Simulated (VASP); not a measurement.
# GW on SiC (Moissanite 3C), part 6 of 8

How does the gap of SiC (Moissanite 3C) change from the starting functional to GW? The cell is of the zinc-blende type, one of the forms listed for this formula. The start is a cell from a database of measured crystal structures.

VASP 6.6.1, plane waves and PAW; the level of theory is named at each step.

So far, quasiparticle gap on the mesh (eV): step 3 (evGW0, evGW0 on LDA) 2.36; step 4 (evGW, evGW on LDA) 2.57. Also gap on the k-mesh (eV): step 2 (empty bands, functional LDA) 1.30.

**5. QPGW0**

This step: QPGW0 on LDA; plane waves and PAW (Si_GW, C_GW) (VASP 6.6.1).

Here the orbitals are updated too, by diagonalising a Hermitian self-energy in the bands up to NBANDSGW.

INCAR reads:

```
SYSTEM = SiC
PREC = Accurate
ENCUT = 440
ISMEAR = 0
SIGMA = 0.01
LREAL = .FALSE.
GGA = CA
NBANDS = 116
ALGO = QPGW0
NELMGW = 4
ENCUTGW = 180
NOMEGA = 48
PRECFOCK = Fast
NBANDSGW = 20
LWAVE = .FALSE.
LCHARG = .FALSE.
```

POSCAR reads:

```
SiC
1.0
    0.0000000000      2.1790000000      2.1790000000
    2.1790000000      0.0000000000      2.1790000000
    2.1790000000      2.1790000000      0.0000000000
Si C
1 1
Direct
    0.0000000000      0.0000000000      0.0000000000
    0.7500000000      0.7500000000      0.7500000000
```

KPOINTS reads:

```
Automatic mesh
0
Gamma
6 6 6
0 0 0
```

Potentials, in the order of the species: Si_GW and C_GW (LDA family, release 64).

The run is started by

```console
$ mpirun -np 4 vasp_std
```

What it wrote:

```text
[banner, memory and clock lines left out]
running    4 mpi-ranks, on    1 nodes
 distrk:  each k-point on    4 cores,    1 groups
 distr:  one band on    1 cores,    4 groups

 POSCAR found type information on POSCAR SiC
 POSCAR found :  2 types and       2 ions
 [... a notice as in an earlier step ...]

 LDA part: xc-table for (Slater(with rela. corr.)+CA(PZ))
 , standard interpolation
 found WAVECAR, reading the header
 POSCAR, INCAR and KPOINTS ok, starting setup
 FFT: planning ... GRIDC
 FFT: planning ... GRID_SOFT
 FFT: planning ... GRID
 reading WAVECAR
 the WAVECAR file was read successfully
 initial charge from wavefunction
 available memory per node:    189.77 GB, setting MAXMEM to    194323

 The Fermi energy was updated, please check that it is located mid-gap
 values below the HOMO (VB) or above the LUMO (CB) will cause erroneous energies
 E-fermi :   8.3976

 calculate exact exchange contribution
 the WAVEDER file was read successfully
energies w=
    0.000    0.000    0.564    0.000    1.125    0.000    1.682    0.000
    2.233    0.000    2.775    0.000    3.309    0.000    3.832    0.000
    4.346    0.000    4.850    0.000    5.346    0.000    5.833    0.000
    6.313    0.000    6.788    0.000    7.259    0.000    7.727    0.000
    8.195    0.000    8.664    0.000    9.136    0.000    9.615    0.000
   10.101    0.000   10.599    0.000   11.111    0.000   11.639    0.000
   12.190    0.000   12.766    0.000   13.374    0.000   14.018    0.000
   14.706    0.000   15.447    0.000   16.252    0.000   17.133    0.000
   18.106    0.000   19.193    0.000   20.419    0.000   21.820    0.000
   23.440    0.000   25.345    0.000   27.620    0.000   30.394    0.000
   33.854    0.000   38.297    0.000   44.211    0.000   52.464    0.000
   64.761    0.000   84.982    0.000  124.254    0.000  232.755    0.000
 responsefunction array rank=     120
 LDA part: xc-table for (Slater(with rela. corr.)+CA(PZ))
 , standard interpolation

 min. memory requirement per mpi rank    316.0 MB, per node   1264.2 MB

 allocating  12 responsefunctions rank=   120
 shmem allocating  48 responsefunctions rank=   120
 response function shared by NCSHMEM nodes    1
 Doing           12  frequencies on each core in blocks of           48
NQ=   1    0.0000    0.0000    0.0000,
|.........|.........|.........|.........|.........|.........|.........|.........
 performed        267000 updates of chi_q(r,r)
 total number of BLAS operations         27.35 Gflops
NQ=   2    0.1667    0.0000    0.0000,
|.........|.........|.........|.........|.........|.........|.........|.........
 performed        850000 updates of chi_q(r,r)
 total number of BLAS operations         90.14 Gflops
NQ=   3    0.3333    0.0000    0.0000,
|.........|.........|.........|.........|.........|.........|.........|.........
 performed       1433000 updates of chi_q(r,r)
 total number of BLAS operations        154.02 Gflops
NQ=   4    0.5000    0.0000    0.0000,
|.........|.........|.........|.........|.........|.........|.........|.........
 performed       1904000 updates of chi_q(r,r)
 total number of BLAS operations        198.06 Gflops
NQ=   5    0.1667    0.1667    0.0000,
|.........|.........|.........|.........|.........|.........|.........|.........
 performed       2487000 updates of chi_q(r,r)
 total number of BLAS operations        257.64 Gflops
NQ=   6    0.3333    0.1667    0.0000,
|.........|.........|.........|.........|.........|.........|.........|.........
 performed       3469000 updates of chi_q(r,r)
 total number of BLAS operations        361.58 Gflops
NQ=   7    0.5000    0.1667    0.0000,
|.........|.........|.........|.........|.........|.........|.........|.........
 performed       4451000 updates of chi_q(r,r)
 total number of BLAS operations        465.51 Gflops
NQ=   8   -0.3333    0.1667    0.0000,
|.........|.........|.........|.........|.........|.........|.........|.........
 performed       5433000 updates of chi_q(r,r)
 total number of BLAS operations        569.44 Gflops
NQ=   9   -0.1667    0.1667    0.0000,
|.........|.........|.........|.........|.........|.........|.........|.........
 performed       6266000 updates of chi_q(r,r)
 total number of BLAS operations        651.63 Gflops
NQ=  10    0.3333    0.3333    0.0000,
|.........|.........|.........|.........|.........|.........|.........|.........
 performed       6849000 updates of chi_q(r,r)
 total number of BLAS operations        711.21 Gflops
NQ=  11    0.5000    0.3333    0.0000,
|.........|.........|.........|.........|.........|.........|.........|.........
 performed       7831000 updates of chi_q(r,r)
 total number of BLAS operations        802.88 Gflops
NQ=  12   -0.3333    0.3333    0.0000,
|.........|.........|.........|.........|.........|.........|.........|.........
 performed       8664000 updates of chi_q(r,r)
 total number of BLAS operations        892.64 Gflops
NQ=  13    0.5000    0.5000    0.0000,
|.........|.........|.........|.........|.........|.........|.........|.........
 performed       9070000 updates of chi_q(r,r)
 total number of BLAS operations        936.45 Gflops
NQ=  14    0.5000    0.3333    0.1667,
|.........|.........|.........|.........|.........|.........|.........|.........
 performed      10191000 updates of chi_q(r,r)
 total number of BLAS operations       1045.02 Gflops
NQ=  15   -0.3333    0.3333    0.1667,
|.........|.........|.........|.........|.........|.........|.........|.........
 performed      11238000 updates of chi_q(r,r)
 total number of BLAS operations       1150.11 Gflops
NQ=  16   -0.3333    0.5000    0.1667,
|.........|.........|.........|.........|.........|.........|.........|.........
 performed      12076000 updates of chi_q(r,r)
 total number of BLAS operations       1231.28 Gflops
 resolving degeneracies of screened two electron integrals

 calculate QP shifts <psi_nk| G(iteration)W_0 |psi_nk>: iteration 1

 QP shifts <psi_nk| G(iteration)W_0 |psi_nk>: iteration 1
 NQ=           1  operations          48
 NQ=           2  operations           6
 NQ=           3  operations           6
 NQ=           4  operations          12
 NQ=           5  operations           8
 NQ=           6  operations           2
 NQ=           7  operations           2
 NQ=           8  operations           2
 NQ=           9  operations           4
 NQ=          10  operations           8
 NQ=          11  operations           2
 NQ=          12  operations           4
 NQ=          13  operations          16
 NQ=          14  operations           2
 NQ=          15  operations           2
 NQ=          16  operations           4
 allocating  12 responsefunctions rank=   120
[...]
NQ=   4    0.5000    0.0000    0.0000,
|.........|.........|.........|.........|.........|.........|.........|.........
 performed       1904000 updates of chi_q(r,r)
 total number of BLAS operations        198.06 Gflops
NQ=   5    0.1667    0.1667    0.0000,
|.........|.........|.........|.........|.........|.........|.........|.........
 performed       2487000 updates of chi_q(r,r)
 total number of BLAS operations        257.64 Gflops
NQ=   6    0.3333    0.1667    0.0000,
|.........|.........|.........|.........|.........|.........|.........|.........
 performed       3469000 updates of chi_q(r,r)
 total number of BLAS operations        361.58 Gflops
NQ=   7    0.5000    0.1667    0.0000,
|.........|.........|.........|.........|.........|.........|.........|.........
 performed       4451000 updates of chi_q(r,r)
 total number of BLAS operations        465.51 Gflops
NQ=   8   -0.3333    0.1667    0.0000,
|.........|.........|.........|.........|.........|.........|.........|.........
 performed       5433000 updates of chi_q(r,r)
 total number of BLAS operations        569.44 Gflops
NQ=   9   -0.1667    0.1667    0.0000,
|.........|.........|.........|.........|.........|.........|.........|.........
 performed       6266000 updates of chi_q(r,r)
 total number of BLAS operations        651.63 Gflops
NQ=  10    0.3333    0.3333    0.0000,
|.........|.........|.........|.........|.........|.........|.........|.........
 performed       6849000 updates of chi_q(r,r)
 total number of BLAS operations        711.21 Gflops
NQ=  11    0.5000    0.3333    0.0000,
|.........|.........|.........|.........|.........|.........|.........|.........
 performed       7831000 updates of chi_q(r,r)
 total number of BLAS operations        802.88 Gflops
NQ=  12   -0.3333    0.3333    0.0000,
|.........|.........|.........|.........|.........|.........|.........|.........
 performed       8664000 updates of chi_q(r,r)
 total number of BLAS operations        892.64 Gflops
NQ=  13    0.5000    0.5000    0.0000,
|.........|.........|.........|.........|.........|.........|.........|.........
 performed       9070000 updates of chi_q(r,r)
 total number of BLAS operations        936.45 Gflops
NQ=  14    0.5000    0.3333    0.1667,
|.........|.........|.........|.........|.........|.........|.........|.........
 performed      10191000 updates of chi_q(r,r)
 total number of BLAS operations       1045.02 Gflops
NQ=  15   -0.3333    0.3333    0.1667,
|.........|.........|.........|.........|.........|.........|.........|.........
 performed      11238000 updates of chi_q(r,r)
 total number of BLAS operations       1150.11 Gflops
NQ=  16   -0.3333    0.5000    0.1667,
|.........|.........|.........|.........|.........|.........|.........|.........
 performed      12076000 updates of chi_q(r,r)
 total number of BLAS operations       1231.28 Gflops
 resolving degeneracies of screened two electron integrals

 QP shifts <psi_nk| G(iteration)W_0 |psi_nk>: iteration 3
 NQ=           1  operations          48
 NQ=           2  operations           6
 NQ=           3  operations           6
 NQ=           4  operations          12
 NQ=           5  operations           8
 NQ=           6  operations           2
 NQ=           7  operations           2
 NQ=           8  operations           2
 NQ=           9  operations           4
 NQ=          10  operations           8
 NQ=          11  operations           2
 NQ=          12  operations           4
 NQ=          13  operations          16
 NQ=          14  operations           2
 NQ=          15  operations           2
 NQ=          16  operations           4
 allocating  12 responsefunctions rank=   120
 shmem allocating  48 responsefunctions rank=   120
 response function shared by NCSHMEM nodes    1
 Doing           12  frequencies on each core in blocks of           48
NQ=   1    0.0000    0.0000    0.0000,
|.........|.........|.........|.........|.........|.........|.........|.........
 performed        267000 updates of chi_q(r,r)
 total number of BLAS operations         27.35 Gflops
NQ=   2    0.1667    0.0000    0.0000,
|.........|.........|.........|.........|.........|.........|.........|.........
 performed        850000 updates of chi_q(r,r)
 total number of BLAS operations         90.14 Gflops
NQ=   3    0.3333    0.0000    0.0000,
|.........|.........|.........|.........|.........|.........|.........|.........
 performed       1433000 updates of chi_q(r,r)
 total number of BLAS operations        154.02 Gflops
NQ=   4    0.5000    0.0000    0.0000,
|.........|.........|.........|.........|.........|.........|.........|.........
 performed       1904000 updates of chi_q(r,r)
 total number of BLAS operations        198.06 Gflops
NQ=   5    0.1667    0.1667    0.0000,
|.........|.........|.........|.........|.........|.........|.........|.........
 performed       2487000 updates of chi_q(r,r)
 total number of BLAS operations        257.64 Gflops
NQ=   6    0.3333    0.1667    0.0000,
|.........|.........|.........|.........|.........|.........|.........|.........
 performed       3469000 updates of chi_q(r,r)
 total number of BLAS operations        361.58 Gflops
NQ=   7    0.5000    0.1667    0.0000,
|.........|.........|.........|.........|.........|.........|.........|.........
 performed       4451000 updates of chi_q(r,r)
 total number of BLAS operations        465.51 Gflops
NQ=   8   -0.3333    0.1667    0.0000,
|.........|.........|.........|.........|.........|.........|.........|.........
 performed       5433000 updates of chi_q(r,r)
 total number of BLAS operations        569.44 Gflops
NQ=   9   -0.1667    0.1667    0.0000,
|.........|.........|.........|.........|.........|.........|.........|.........
 performed       6266000 updates of chi_q(r,r)
 total number of BLAS operations        651.63 Gflops
NQ=  10    0.3333    0.3333    0.0000,
|.........|.........|.........|.........|.........|.........|.........|.........
 performed       6849000 updates of chi_q(r,r)
 total number of BLAS operations        711.21 Gflops
NQ=  11    0.5000    0.3333    0.0000,
|.........|.........|.........|.........|.........|.........|.........|.........
 performed       7831000 updates of chi_q(r,r)
 total number of BLAS operations        802.88 Gflops
NQ=  12   -0.3333    0.3333    0.0000,
|.........|.........|.........|.........|.........|.........|.........|.........
 performed       8664000 updates of chi_q(r,r)
 total number of BLAS operations        892.64 Gflops
NQ=  13    0.5000    0.5000    0.0000,
|.........|.........|.........|.........|.........|.........|.........|.........
 performed       9070000 updates of chi_q(r,r)
 total number of BLAS operations        936.45 Gflops
NQ=  14    0.5000    0.3333    0.1667,
|.........|.........|.........|.........|.........|.........|.........|.........
 performed      10191000 updates of chi_q(r,r)
 total number of BLAS operations       1045.02 Gflops
NQ=  15   -0.3333    0.3333    0.1667,
|.........|.........|.........|.........|.........|.........|.........|.........
 performed      11238000 updates of chi_q(r,r)
 total number of BLAS operations       1150.11 Gflops
NQ=  16   -0.3333    0.5000    0.1667,
|.........|.........|.........|.........|.........|.........|.........|.........
 performed      12076000 updates of chi_q(r,r)
 total number of BLAS operations       1231.28 Gflops
 resolving degeneracies of screened two electron integrals

 QP shifts <psi_nk| G(iteration)W_0 |psi_nk>: iteration 4
 NQ=           1  operations          48
 NQ=           2  operations           6
 NQ=           3  operations           6
 NQ=           4  operations          12
 NQ=           5  operations           8
 NQ=           6  operations           2
 NQ=           7  operations           2
 NQ=           8  operations           2
 NQ=           9  operations           4
 NQ=          10  operations           8
 NQ=          11  operations           2
 NQ=          12  operations           4
 NQ=          13  operations          16
 NQ=          14  operations           2
 NQ=          15  operations           2
 NQ=          16  operations           4
 entering main loop
```

Run time: 56 min. Hardware: 4 MPI ranks of AMD EPYC 7R43, shared host; peak memory 1.3 GiB; 3.1 h of CPU time.

From OUTCAR (step 5):

```text
   NELECT =       8.0000    total number of electrons

 E-fermi :   8.3976

 QP shifts <psi_nk| G(iteration)W_0 |psi_nk>: iteration 1
 k-point   1 :       0.0000    0.0000    0.0000
  band No. DFT-energies  QP-energies  QP-e(diag)   sigma(DFT)    Z            occupation
      1      -7.5790      -8.6401      -8.6358      -9.0465       0.7201       2.0000
      2       7.7497       7.2090       7.2192       7.0736       0.7846       2.0000
      3       7.7497       7.2090       7.2192       7.0736       0.7846       2.0000
      4       7.7497       7.2090       7.2192       7.0736       0.7846       2.0000
      5      14.0319      14.5273      14.5325      14.6777       0.7752       0.0000
      6      14.9301      15.6889      15.6958      15.8991       0.7902       0.0000
      7      14.9301      15.6889      15.6958      15.8991       0.7902       0.0000
      8      14.9301      15.6889      15.6958      15.8991       0.7902       0.0000
    ...

     19      49.0858      49.0858      49.0858      49.0858       1.0000       0.0000
     20      49.0858      49.0858      49.0858      49.0858       1.0000       0.0000

 k-point   2 :       0.1667    0.0000    0.0000
  band No. DFT-energies  QP-energies  QP-e(diag)   sigma(DFT)    Z            occupation
      1      -7.0379      -8.0845      -8.0810      -8.4843       0.7211       2.0000
      2       5.3893       4.6850       4.6901       4.4812       0.7699       2.0000
      3       7.4154       6.8537       6.8625       6.7096       0.7833       2.0000
      4       7.4154       6.8537       6.8625       6.7096       0.7833       2.0000
      5      14.0449      14.6460      14.6562      14.8210       0.7877       0.0000
      6      15.4474      16.2310      16.2335      16.4477       0.7859       0.0000
      7      15.4474      16.2310      16.2335      16.4477       0.7859       0.0000
      8      16.0187      16.7825      16.7864      17.0155       0.7702       0.0000
    ...

     20      47.3725      47.3725      47.3725      47.3725       1.0000       0.0000

 QP shifts <psi_nk| G(iteration)W_0 |psi_nk>: iteration 2
 k-point   1 :       0.0000    0.0000    0.0000
  band No. DFT-energies  QP-energies  QP-e(diag)   sigma(DFT)    Z            occupation
      1      -8.6401      -8.8989      -8.8955      -8.9952       0.7190       2.0000
      2       7.2090       7.1046       7.1208       7.0970       0.7873       2.0000
      3       7.2090       7.1046       7.1208       7.0970       0.7873       2.0000
      4       7.2090       7.1046       7.1208       7.0970       0.7873       2.0000
      5      14.5273      14.6032      14.6056      14.6278       0.7796       0.0000
      6      15.6889      15.8201      15.8237      15.8592       0.7916       0.0000
      7      15.6889      15.8201      15.8237      15.8592       0.7916       0.0000
      8      15.6889      15.8201      15.8237      15.8592       0.7916       0.0000
    ...

 QP shifts <psi_nk| G(iteration)W_0 |psi_nk>: iteration 3
 k-point   1 :       0.0000    0.0000    0.0000
  band No. DFT-energies  QP-energies  QP-e(diag)   sigma(DFT)    Z            occupation
      1      -8.8989      -8.9664      -8.9633      -8.9885       0.7191       2.0000
      2       7.1046       7.0655       7.0829       7.0770       0.7879       2.0000
      3       7.1046       7.0655       7.0829       7.0770       0.7879       2.0000
      4       7.1046       7.0655       7.0829       7.0770       0.7879       2.0000
      5      14.6032      14.6018      14.6034      14.6034       0.7805       0.0000
      6      15.8201      15.8446      15.8476      15.8548       0.7920       0.0000
      7      15.8201      15.8446      15.8476      15.8548       0.7920       0.0000
      8      15.8201      15.8446      15.8476      15.8548       0.7920       0.0000
    ...

 QP shifts <psi_nk| G(iteration)W_0 |psi_nk>: iteration 4
 k-point   1 :       0.0000    0.0000    0.0000
  band No. DFT-energies  QP-energies  QP-e(diag)   sigma(DFT)    Z            occupation
      1      -8.9664      -8.9847      -8.9815      -8.9873       0.7193       2.0000
      2       7.0655       7.0489       7.0662       7.0664       0.7879       2.0000
      3       7.0655       7.0489       7.0662       7.0664       0.7879       2.0000
      4       7.0655       7.0489       7.0662       7.0664       0.7879       2.0000
      5      14.6018      14.5948      14.5966      14.5951       0.7805       0.0000
      6      15.8446      15.8489      15.8518      15.8537       0.7920       0.0000
      7      15.8446      15.8489      15.8518      15.8537       0.7920       0.0000
      8      15.8446      15.8489      15.8518      15.8537       0.7920       0.0000
    ...

[... 16 parts as in an earlier step ...]

[... 29 further parts left out ...]
```

This step gave:

```
quasiparticle gap on the mesh                 : 2.444 eV
smallest direct quasiparticle gap on the mesh : 5.873 eV
```

QP gap by iteration, by row:

```csv
iteration,gap (eV),direct gap (eV)
1,2.214,5.618
2,2.375,5.81
3,2.424,5.857
4,2.444,5.873
```

GW takes the gap from 1.296 to 2.444 eV. That is +79 meV against evGW0 on LDA. The last pass still moved it by +20 meV. The value holds for 116 bands, ENCUTGW = 180 eV and this mesh, and isn't shown to be converged in them.

[end of part 6 of 8]

[Lines on the potential files, build, host, timing and source positions are cut from VASP's logs without a mark.]

[Logs are printed without paths, hosts, clocks, repeated set-up lines and the standing remarks that a program may print on its own settings, such as how far it seeks lower states.]

[Hosts, paths, dates, database ids (printed as entryN), source tags and the programs' standing remarks are cut or masked in the printed files.]

[Pressures printed for these runs are not shown converged in the cutoff: they can be off by several GPa and have the wrong sign.]
